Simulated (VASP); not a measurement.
Data:

```yaml
crystal:
  lattice:
    - [2.85323, 0.00000, 0.00000]
    - [-1.42661, 2.47097, 0.00000]
    - [0.00000, 0.00000, 16.92171]
  atoms:
    - { symbol: V, position: [0.00000, 0.00000, 0.50000], spin: 1.0 }
    - { symbol: O, position: [0.33333, 0.66667, 0.55891] }
    - { symbol: O, position: [0.66667, 0.33333, 0.44109] }
```

Method: PBEsol GGA, VASP's PBE PAW potentials (set 64) (plane waves; VASP). Run with 520 eV cut-off, 14×14×1 Γ-centred mesh, tetrahedra with Blöchl corrections, potentials V_sv O.

The cell holds a wide vacuum, so values per volume refer to the whole cell. The cores are frozen, which limits the accuracy of field gradients. The moments were started parallel, and other spin orders were not tried in this run.

Task: Give the principal components of the electric field gradient (V/Å²) and the asymmetry η at each nucleus.

Result: 
```
atom  Vxx  Vyy    Vzz     η
----  ---  ---  -----  ----
V1    7.9  7.9  -15.8  0.00
O2    3.8  3.8   -7.5  0.00
O3    3.8  3.8   -7.5  0.00
```

The cell is a sheet with vacuum, built from a generated structure.
